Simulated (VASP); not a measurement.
# ZrTeSe with revTPSS + D4: from relaxation to properties, part 3 of 3

Wanted: the relaxed cell of ZrTeSe and its properties. The cell is invented: it takes the structure of a Materials Project entry for ZrSeS (space group 156 there), with some of its atoms replaced by other elements, volume scaled by an estimate. It may not be a known or stable phase.

VASP 6.6.1, plane waves and PAW; the level of theory is named at each step.

So far. Step 4 (Relaxing cell and atoms (revTPSS + D4)): It ends with a largest force of 0.005 eV/Å and a pressure of -0.03 GPa. Step 5 (Single point with fields (revTPSS + D4)): In this run the pressure is -0.07 GPa, small enough to go on; single stress components reach 0.08 GPa. The relaxed cell has a = 3.765, c = 6.306 Å (conventional setting).

The structure was built from a prototype and need not be the compound's stable phase.

## (6) Bands along the symmetry lines (revTPSS + D4)

Level of this step: revTPSS with D4; plane waves and PAW (Te, Zr_sv, Se); invented cell (VASP).

Levels along the symmetry lines show where the bands peak and cross; KPOINTS_OPT computes them in the converged potential.

The input, INCAR:

```
SYSTEM = ZrTeSe
PREC = Accurate
ENCUT = 400
EDIFF = 1E-06
NELM = 100
ISMEAR = -1
SIGMA = 0.05
LREAL = .FALSE.
ALGO = Normal
METAGGA = RTPSS
IVDW = 13
VDW_S6 = 1
VDW_S8 = 1.53089454
VDW_A1 = 0.44880597
VDW_A2 = 4.64042317
LASPH = .TRUE.
NBANDS = 25
LORBIT = 11
LWAVE = .FALSE.
LCHARG = .FALSE.
```

The input, POSCAR:

```
ZrTeSe
1.0
    3.7650721815      0.0000000000      0.0000000000
   -1.8825360907      3.2606479872      0.0000000000
    0.0000000000      0.0000000000      6.3060667336
Te Zr Se
1 1 1
Direct
    0.3333333300      0.6666666700      0.7174843131
    0.0000000000      0.0000000000      0.0191061574
    0.6666666700      0.3333333300      0.2634095194
```

The input, KPOINTS:

```
Automatic mesh
0
Gamma
7 7 4
0 0 0
```

The input, KPOINTS_OPT:

```
Line mode
16
Line-mode
Reciprocal
  0.00000000   0.00000000   0.00000000 GAMMA
  0.50000000   0.00000000   0.00000000 M

  0.50000000   0.00000000   0.00000000 M
  0.33333333   0.33333333   0.00000000 K

  0.33333333   0.33333333   0.00000000 K
  0.00000000   0.00000000   0.00000000 GAMMA

  0.00000000   0.00000000   0.00000000 GAMMA
  0.00000000   0.00000000   0.50000000 A

  0.00000000   0.00000000   0.50000000 A
  0.50000000   0.00000000   0.50000000 L

  0.50000000   0.00000000   0.50000000 L
  0.33333333   0.33333333   0.50000000 H

  0.33333333   0.33333333   0.50000000 H
  0.00000000   0.00000000   0.50000000 A

  0.50000000   0.00000000   0.50000000 L
  0.50000000   0.00000000   0.00000000 M

  0.33333333   0.33333333   0.00000000 K
  0.33333333   0.33333333   0.50000000 H
```

Potentials, in the order of the species: Te, Zr_sv and Se (PBE family, release 64).

The run is started by

```sh
> mpirun -np 1 vasp_std
```

The log of the run:

```text
[... set-up lines as in an earlier step ...]
 entering main loop
       N       E                     dE             d eps       ncg     rms          rms(c)
DAV:   1     0.230893502896E+03    0.23089E+03   -0.10718E+04  1401   0.962E+02
DAV:   2     0.831911056206E+02   -0.14770E+03   -0.13987E+03  1777   0.227E+02
DAV:   3     0.732491057040E+02   -0.99420E+01   -0.98301E+01  1959   0.632E+01
DAV:   4     0.729374586246E+02   -0.31165E+00   -0.31138E+00  1960   0.981E+00
DAV:   5     0.729332651134E+02   -0.41935E-02   -0.41928E-02  2000   0.114E+00    0.333E+01
DAV:   6     0.192748727987E+02   -0.53658E+02   -0.18083E+02  1430   0.111E+02    0.888E+00
DAV:   7     0.189679903866E+02   -0.30688E+00   -0.81504E+00  1870   0.186E+01    0.663E+00
DAV:   8     0.190952704339E+02    0.12728E+00   -0.26568E-01  1588   0.354E+00    0.327E+00
DAV:   9     0.190909213182E+02   -0.43491E-02   -0.52163E-01  1788   0.375E+00    0.254E+00
DAV:  10     0.191118166732E+02    0.20895E-01   -0.50889E-02  1558   0.155E+00    0.154E+00
DAV:  11     0.191106394824E+02   -0.11772E-02   -0.15058E-03  2383   0.160E-01    0.162E+00
DAV:  12     0.191178887696E+02    0.72493E-02   -0.76627E-03  1922   0.462E-01    0.843E-01
DAV:  13     0.191190955739E+02    0.12068E-02   -0.21601E-02  2042   0.633E-01    0.347E-01
DAV:  14     0.191188734251E+02   -0.22215E-03   -0.14666E-03  2051   0.220E-01    0.286E-01
DAV:  15     0.191191273779E+02    0.25395E-03   -0.24991E-04  2146   0.868E-02    0.140E-01
DAV:  16     0.191191522476E+02    0.24870E-04   -0.26123E-04  2026   0.662E-02    0.194E-02
DAV:  17     0.191191429935E+02   -0.92541E-05   -0.25017E-05  2211   0.175E-02    0.199E-02
DAV:  18     0.191191466003E+02    0.36068E-05   -0.24218E-06  1588   0.928E-03    0.117E-02
DAV:  19     0.191191471480E+02    0.54773E-06   -0.33721E-06  1759   0.619E-03
   1 F= 0.17924004E+02 E0= 0.17927115E+02  d E =-.622239E-02
 Start KPOINTS_OPT (optional k-point list driver)
k-point batch [1-28\144]
       N       E                     dE             ncg
DAV:   1    -0.138555758358E+04   -0.15659E+05     1408
DAV:   2    -0.521459895852E+04   -0.38290E+04     1702
DAV:   3    -0.542087974876E+04   -0.20628E+03     2273
DAV:   4    -0.542485139467E+04   -0.39716E+01     1808
DAV:   5    -0.542489990458E+04   -0.48510E-01     1942
DAV:   6    -0.542490090562E+04   -0.10010E-02     1864
DAV:   7    -0.542490094238E+04   -0.36760E-04     1807
DAV:   8    -0.542490094318E+04   -0.80197E-06     1248
[...]
k-point batch [141-144\144]
       N       E                     dE             ncg
DAV:   1     0.172652140019E+05   -0.33403E+04      200
DAV:   2     0.167204995190E+05   -0.54471E+03      255
DAV:   3     0.166912396790E+05   -0.29260E+02      343
DAV:   4     0.166908775339E+05   -0.36215E+00      215
DAV:   5     0.166908701129E+05   -0.74210E-02      269
DAV:   6     0.166908700641E+05   -0.48886E-04      239
DAV:   7     0.166908700621E+05   -0.19609E-05      238
DAV:   8     0.166908700621E+05   -0.26233E-07      175
```

Wall time 12 min (1 MPI rank of AMD EPYC 7R43, shared host); peak memory 0.18 GiB.

From OUTCAR (step 6):

```text
   k-points           NKPTS =     28   k-points in BZ     NKDIM =     28   number of bands    NBANDS=     25

   NELECT =      24.0000    total number of electrons

 E-fermi :   6.4069

 k-point     1 :       0.0000    0.0000    0.0000
  band No.  band energies     occupation
    ...
      6      -4.8710      2.00000
      7       0.9639      2.00000
      8       3.8014      2.00000
      9       3.8014      2.00000
     10       6.3555      1.47318
     11       7.0119      0.00001
     12       7.0119      0.00001
     13       7.3683      0.00000
     14       7.3683      0.00000
     15       7.4033      0.00000
    ...

  DFT-D4 for vdW energy calculation

  Edisp (eV):   -1.19514

  Total      -0.02590    -0.02590    -0.03745    -0.00000     0.00000     0.00000
  in kB      -0.53605    -0.53605    -0.77495    -0.00000     0.00000     0.00000
  external pressure =       -0.62 kB  Pullay stress =        0.00 kB

 POSITION                                       TOTAL-FORCE (eV/Angst)
 -----------------------------------------------------------------------------------
     -0.00000      2.17377      4.52450        -0.000000      0.000000      0.004878
      0.00000      0.00000      0.12048        -0.000000      0.000000     -0.001298
      1.88254      1.08688      1.66108         0.000000     -0.000000     -0.003580
 -----------------------------------------------------------------------------------
    total drift:                               -0.000001      0.000000     -0.000128

  FREE ENERGIE OF THE ION-ELECTRON SYSTEM (eV)
  ---------------------------------------------------
  free  energy   TOTEN  =        17.9240038883 eV

  energy  without entropy=       17.9302262767  energy(sigma->0) =       17.92711508

[... 8 parts as in an earlier step ...]

[... 8 further parts left out ...]
```

Spin-orbit coupling is off here; it can split and shift levels that hold much weight on Te and Zr by tenths of an eV or more.

Numbers from this step:

- SCF cycles: 19
- bands: 25
- pressure: -0.06157 GPa

Electronic bands along the path, in eV, zero at the Fermi level; # counts the bands kept in this run, so #1 is VASP's band 7:

```tsv
point	#3	#4	#5	#6	#7	#8	#9	#10
Γ	-2.61	-0.05	0.60	0.60	0.96	0.96	1.00	3.86
0.47 of the way	-2.52	-2.41	-0.83	-0.65	0.51	1.81	1.97	4.18
M	-3.13	-2.62	-2.49	-1.13	0.13	2.58	2.98	4.03
0.53 of the way	-3.02	-2.97	-2.48	-1.98	1.29	2.47	2.70	3.76
K	-3.83	-2.91	-2.24	-2.16	1.89	2.28	2.55	3.55
0.53 of the way	-2.73	-2.62	-1.56	-0.80	0.82	1.85	2.31	3.47
Γ	-2.61	-0.05	0.60	0.60	0.96	0.96	1.00	3.86
0.47 of the way	-2.57	-1.27	0.46	0.46	0.94	0.94	1.51	4.15
A	-2.53	-2.53	0.29	0.29	0.92	0.92	1.73	4.52
0.47 of the way	-2.55	-2.29	-1.52	-0.63	0.60	2.14	2.42	3.57
L	-2.94	-2.84	-1.10	-0.62	-0.18	2.58	2.93	3.88
0.47 of the way	-3.08	-2.87	-1.81	-1.45	0.53	2.33	2.62	3.71
H	-3.65	-3.17	-2.22	-2.08	1.61	1.68	1.86	4.47
0.53 of the way	-2.73	-2.14	-1.52	-1.34	1.17	1.50	2.79	3.54
A	-2.53	-2.53	0.29	0.29	0.92	0.92	1.73	4.52
jump to L	-2.94	-2.84	-1.10	-0.62	-0.18	2.58	2.93	3.88
0.47 of the way	-2.93	-2.75	-1.75	-0.84	0.04	2.58	2.95	4.04
M	-3.13	-2.62	-2.49	-1.13	0.13	2.58	2.98	4.03
jump to K	-3.83	-2.91	-2.24	-2.16	1.89	2.28	2.55	3.55
0.47 of the way	-4.02	-2.58	-2.51	-2.17	1.87	1.97	2.06	4.02
H	-3.65	-3.17	-2.22	-2.08	1.61	1.68	1.86	4.47
```

Of the projections kept (Te, Zr, Se), the largest for each band there, as a share of the weight inside these atoms' spheres; weight between the spheres isn't counted:

```tsv
point	#3	#4	#5	#6	#7	#8	#9	#10
Γ	Se 0.49	Te 0.50	Te 0.58	Te 0.58	Zr 0.92	Zr 0.92	Zr 0.71	Zr 0.54
M	Se 0.65	Se 0.61	Te 0.71	Te 0.72	Zr 0.72	Zr 0.99	Zr 0.94	Zr 0.80
K	Te 0.63	Se 0.71	Te 0.67	Se 0.47	Zr 0.93	Zr 0.74	Zr 0.76	Zr 0.85
Γ	Se 0.49	Te 0.50	Te 0.58	Te 0.58	Zr 0.92	Zr 0.92	Zr 0.71	Zr 0.54
A	Se 0.50	Se 0.50	Te 0.62	Te 0.62	Zr 0.94	Zr 0.94	Zr 0.71	Zr 0.53
L	Se 0.39	Se 0.54	Te 0.56	Te 0.64	Zr 0.78	Zr 0.99	Zr 0.93	Zr 0.71
```

There is no gap at this level.

## (7) Density of states (revTPSS + D4)

Here the states are counted by energy and projected on the atoms. The mesh is finer than in the run before.

Changes to INCAR since step 6:

```diff
@@ -5,3 +5,3 @@
 NELM = 100
-ISMEAR = -1
+ISMEAR = -5
 SIGMA = 0.05
@@ -20 +20,2 @@
 LCHARG = .FALSE.
+NEDOS = 2001
```

POSCAR is that of step 6.

The input, KPOINTS:

```
Automatic mesh
0
Gamma
10 10 5
0 0 0
```

The run is started by

```sh
> mpirun -np 1 vasp_std
```

The log of the run:

```text
[... set-up lines as in an earlier step ...]
 entering main loop
       N       E                     dE             d eps       ncg     rms          rms(c)
DAV:   1     0.231880166583E+03    0.23188E+03   -0.10662E+04  2901   0.953E+02
DAV:   2     0.835211968127E+02   -0.14836E+03   -0.14069E+03  3704   0.228E+02
DAV:   3     0.732610048197E+02   -0.10260E+02   -0.10153E+02  4054   0.643E+01
DAV:   4     0.729273447955E+02   -0.33366E+00   -0.33348E+00  4088   0.100E+01
DAV:   5     0.729231186179E+02   -0.42262E-02   -0.42180E-02  4174   0.115E+00    0.333E+01
DAV:   6     0.192686609652E+02   -0.53654E+02   -0.18115E+02  2941   0.111E+02    0.889E+00
DAV:   7     0.189657425274E+02   -0.30292E+00   -0.81212E+00  3898   0.186E+01    0.664E+00
DAV:   8     0.190917066957E+02    0.12596E+00   -0.27021E-01  3276   0.355E+00    0.330E+00
DAV:   9     0.190869379212E+02   -0.47688E-02   -0.52522E-01  3644   0.378E+00    0.254E+00
DAV:  10     0.191085207290E+02    0.21583E-01   -0.53059E-02  3108   0.157E+00    0.154E+00
DAV:  11     0.191078319053E+02   -0.68882E-03   -0.14782E-03  4966   0.170E-01    0.158E+00
DAV:  12     0.191118913416E+02    0.40594E-02   -0.17441E-03  4454   0.237E-01    0.119E+00
DAV:  13     0.191161077876E+02    0.42164E-02   -0.28641E-02  3689   0.821E-01    0.374E-01
DAV:  14     0.191154062016E+02   -0.70159E-03   -0.40152E-03  4445   0.314E-01    0.400E-01
DAV:  15     0.191155236639E+02    0.11746E-03   -0.43573E-04  3058   0.139E-01    0.261E-01
DAV:  16     0.191150715940E+02   -0.45207E-03   -0.56934E-04  4430   0.101E-01    0.200E-01
DAV:  17     0.191151565352E+02    0.84941E-04   -0.66227E-05  4524   0.367E-02    0.207E-01
DAV:  18     0.191153055242E+02    0.14899E-03   -0.48394E-05  4522   0.313E-02    0.155E-01
DAV:  19     0.191154267467E+02    0.12122E-03   -0.83890E-05  4294   0.324E-02    0.999E-02
DAV:  20     0.191155013964E+02    0.74650E-04   -0.54223E-05  4340   0.242E-02    0.678E-02
DAV:  21     0.191155607481E+02    0.59352E-04   -0.41581E-05  3982   0.217E-02    0.397E-02
DAV:  22     0.191156048672E+02    0.44119E-04   -0.39620E-05  4260   0.213E-02    0.128E-02
DAV:  23     0.191156185971E+02    0.13730E-04   -0.97230E-06  4301   0.108E-02    0.317E-03
DAV:  24     0.191156227177E+02    0.41206E-05   -0.13349E-06  3077   0.465E-03    0.125E-03
DAV:  25     0.191156251072E+02    0.23895E-05   -0.36183E-07  1501   0.288E-03    0.251E-03
DAV:  26     0.191156257699E+02    0.66271E-06   -0.23854E-07  1478   0.201E-03
   1 F= 0.17920483E+02 E0= 0.17920483E+02  d E =0.000000E+00
 -----------------------------------------------------------------------------
|                                                                             |
|           W    W    AA    RRRRR   N    N  II  N    N   GGGG   !!!           |
|           W    W   A  A   R    R  NN   N  II  NN   N  G    G  !!!           |
|           W    W  A    A  R    R  N N  N  II  N N  N  G       !!!           |
|           W WW W  AAAAAA  RRRRR   N  N N  II  N  N N  G  GGG   !            |
|           WW  WW  A    A  R   R   N   NN  II  N   NN  G    G                |
|           W    W  A    A  R    R  N    N  II  N    N   GGGG   !!!           |
|                                                                             |
|     Tetrahedron method does not include variations of the Fermi             |
|     occupations, so forces and stress will be inaccurate. We suggest        |
|     using a different smearing scheme ISMEAR = 1 or 2 for metals in         |
|     relaxations.                                                            |
|                                                                             |
 -----------------------------------------------------------------------------
```

Elapsed: 12 min, on 1 MPI rank; peak memory 0.2 GiB.

OUTCAR, selected parts (step 7):

```text
   k-points           NKPTS =     58   k-points in BZ     NKDIM =     58   number of bands    NBANDS=     25

   NELECT =      24.0000    total number of electrons

 E-fermi :   6.5049

 k-point     1 :       0.0000    0.0000    0.0000
  band No.  band energies     occupation
    ...
      6      -4.8620      2.00000
      7       0.9621      2.00000
      8       3.7973      2.00000
      9       3.7973      2.00000
     10       6.3575      2.00000
     11       7.0173      0.07207
     12       7.0173     -0.80253
     13       7.3633      0.00000
     14       7.3633      0.00000
     15       7.4004      0.00000
    ...

  DFT-D4 for vdW energy calculation

  Edisp (eV):   -1.19514

  Total       0.06238     0.06238    -0.16198     0.00000    -0.00000    -0.00000
  in kB       1.29101     1.29101    -3.35229     0.00000    -0.00000    -0.00000
  external pressure =       -0.26 kB  Pullay stress =        0.00 kB

 POSITION                                       TOTAL-FORCE (eV/Angst)
 -----------------------------------------------------------------------------------
     -0.00000      2.17377      4.52450        -0.000000      0.000000      0.031857
      0.00000      0.00000      0.12048         0.000000     -0.000000     -0.031989
      1.88254      1.08688      1.66108         0.000000      0.000000      0.000132
 -----------------------------------------------------------------------------------
    total drift:                               -0.000001      0.000000     -0.000005

  FREE ENERGIE OF THE ION-ELECTRON SYSTEM (eV)
  ---------------------------------------------------
  free  energy   TOTEN  =        17.9204825102 eV

  energy  without entropy=       17.9204825102  energy(sigma->0) =       17.92048251

[... 6 parts as in an earlier step ...]

[... 10 further parts left out ...]
```

With tetrahedra the forces and stress of a metal are not exact derivatives of the energy.

This step gave:

```
SCF cycles                                           : 26
irreducible k-points                                 : 58
Fermi energy                                         : 6.505 eV
pressure                                             : -0.02568 GPa
DOS at the Fermi level, one point of the energy grid : 0.6828 states/eV/cell
```

The density of states has structure finer than the step of the table below, so its rows give means over 0.5 eV, whole bins alone (the curve runs from -12.0 to 4.10 eV). Peaks (eV: height): total -2.81: 7.19, -2.67: 8.46, 2.69: 6.51, 3.61: 5.45; Zr d 0.87: 1.94, 2.38: 2.32, 2.69: 4.68, 3.61: 2.69; Se p -4.64: 0.921, -2.81: 2.01, -2.67: 2.65, 3.61: 0.381; Te p -2.81: 0.765, -2.67: 0.571, -2.54: 0.668, -1.38: 0.823; Zr s -4.64: 0.122, -4.18: 0.0636, -3.31: 0.0483, 2.69: 0.0823.

States under -12.0 eV and over 4.1 eV are left out. Density of states against energy, zero at the Fermi level; means over each step; values in states/eV/cell:

```tsv
energy (eV)	total	Zr d	Se p	Te p	Zr s	Te s
-11.5	0.635	0.00279	0.00174	0.00244	0.00665	0.367
-11.0	1.36	0.0166	0.00291	0.00763	0.0101	0.838
-10.5	2.17	0.0389	0.00289	0.00942	0.00591	1.44
-10.0	0	0	0	0	0	0
-9.5	0	0	0	0	0	0
-9.0	0	0	0	0	0	0
-8.5	0	0	0	0	0	0
-8.0	0	0	0	0	0	0
-7.5	0	0	0	0	0	0
-7.0	0	0	0	0	0	0
-6.5	0	0	0	0	0	0
-6.0	0	0	0	0	0	0
-5.5	0.0460	0.00258	0.00840	0.00549	0.00246	2.6e-4
-5.0	1.52	0.104	0.319	0.167	0.0656	0.00826
-4.5	3.30	0.250	0.720	0.392	0.0715	0.0175
-4.0	2.07	0.157	0.432	0.289	0.0400	0.0249
-3.5	1.77	0.182	0.494	0.140	0.0429	0.0216
-3.0	4.48	0.673	1.22	0.472	0.0274	0.0190
-2.5	3.25	0.562	0.740	0.470	0.0106	0.0170
-2.0	2.46	0.283	0.322	0.621	0.0113	0.0307
-1.5	2.55	0.291	0.299	0.714	0.0105	0.0274
-1.0	1.78	0.240	0.192	0.525	0.00539	0.0113
-0.5	0.692	0.124	0.0738	0.199	0.00152	0.00333
0.0	0.727	0.248	0.0706	0.0960	0.00328	0.00350
0.5	1.65	0.759	0.116	0.0965	0.00927	0.00771
1.0	1.70	0.865	0.0967	0.0947	0.00693	0.00558
1.5	1.82	0.898	0.115	0.170	0.00437	0.00805
2.0	2.57	1.43	0.137	0.197	0.00621	0.00986
2.5	3.50	2.38	0.103	0.148	0.0270	0.00657
3.0	0.277	0.197	0.00770	0.00782	0.00391	3.2e-4
3.5	2.98	1.48	0.213	0.144	0.0155	0.0298
```

The finer mesh and the other smearing move the Fermi level by +0.10 eV from the 7×7×4 run, one measure of the sampling error in the zero of the bands above. Of the states within 0.3 eV of the Fermi level, the largest shares in the PAW spheres are Zr d 34 %, Te p 13 % and Se p 10 %. The rest lies in smaller channels or between the spheres.

## (8) Bands along the symmetry lines (revTPSS + D4 + SOC)

This step: revTPSS with D4, spin-orbit coupling; plane waves and PAW (Te, Zr_sv, Se); invented cell (VASP 6.6.1).

Levels along the symmetry lines show where the bands peak and cross; KPOINTS_OPT computes them in the converged potential. Spin-orbit coupling needs spinors and the noncollinear program, where each band holds one electron.

Changes to INCAR since step 7:

```diff
@@ -5,3 +5,3 @@
 NELM = 100
-ISMEAR = -5
+ISMEAR = -1
 SIGMA = 0.05
@@ -16,3 +16,8 @@
 LASPH = .TRUE.
-NBANDS = 25
+LNONCOLLINEAR = .TRUE.
+MAGMOM = 0 0 0 0 0 0 0 0 0
+NBANDS = 36
+GGA_COMPAT = .FALSE.
+LSORBIT = .TRUE.
+LMAXMIX = 4
 LORBIT = 11
@@ -20,2 +25 @@
 LCHARG = .FALSE.
-NEDOS = 2001
```

POSCAR is that of step 7.

The input, KPOINTS:

```
Automatic mesh
0
Gamma
6 6 3
0 0 0
```

KPOINTS_OPT is that of step 6.

The run is started by

```sh
> mpirun -np 1 vasp_ncl
```

The log of the run:

```text
[... set-up lines as in an earlier step ...]
 entering main loop
       N       E                     dE             d eps       ncg     rms          rms(c)
DAV:   1     0.262363075646E+03    0.26236E+03   -0.99053E+03  2160   0.121E+03
DAV:   2     0.895326031285E+02   -0.17283E+03   -0.16236E+03  2780   0.318E+02
DAV:   3     0.734917680901E+02   -0.16041E+02   -0.15579E+02  3000   0.104E+02
DAV:   4     0.727789355946E+02   -0.71283E+00   -0.70813E+00  3428   0.202E+01
[...]
DAV:  21     0.189439689082E+02   -0.10939E-04   -0.34379E-05  3168   0.437E-02    0.248E-02
DAV:  22     0.189439718792E+02    0.29710E-05   -0.12304E-05  3328   0.161E-02    0.979E-03
DAV:  23     0.189439723788E+02    0.49956E-06   -0.45101E-06  3220   0.872E-03
```

Elapsed: 37 min, on 1 MPI rank.

The run was cut off at its time limit.

At the end rms(c) stands at 1e-03, against 1e-01 half way through the cycles shown.

More ranks or a longer limit might have been enough; this was not tried.

## (9) What came out

* relaxed volume: 25.81 Å³/atom
* relaxed conventional cell a, b, c: 3.765, 3.765, 6.306 Å; angles 90.0, 90.0, 120.0°
* space group after relaxing, within 0.02 Å: P3m1 (No. 156)
* band gap: none, a metal
* DOS at the Fermi level: 0.683 states/eV/cell

In words: With revTPSS + D4, ZrTeSe relaxes to 25.81 Å³/atom in space group P3m1 (held by the symmetry of the run) and comes out as a metal. Not obtained: bands along the symmetry lines (revTPSS + D4 + SOC), because the run hit its time limit. Bands along the symmetry lines (revTPSS + D4): Of the bands kept, 3 cross the Fermi level on this path. Spin-orbit coupling is left out of the runs that finished, and with elements this heavy it would split and shift bands near the Fermi level. The k-sampling is coarse for a metal, so the Fermi level, pressures and the shape of the cell carry errors. No search among competing phases was made. All values are for a static lattice at zero temperature.

[Lines on the potential files, build, host, timing and source positions are cut from VASP's logs without a mark.]

[Logs are printed without paths, hosts, clocks, repeated set-up lines and the standing remarks that a program may print on its own settings, such as how far it seeks lower states.]

[Hosts, paths, dates, database ids (printed as entryN), source tags and the programs' standing remarks are cut or masked in the printed files.]

[A measured line is paired with the nearest computed mode of its activity, which favours agreement.]

[In band tables of VASP the shares of atoms and orbitals are scaled to a sum of 1 inside the atoms' spheres.]
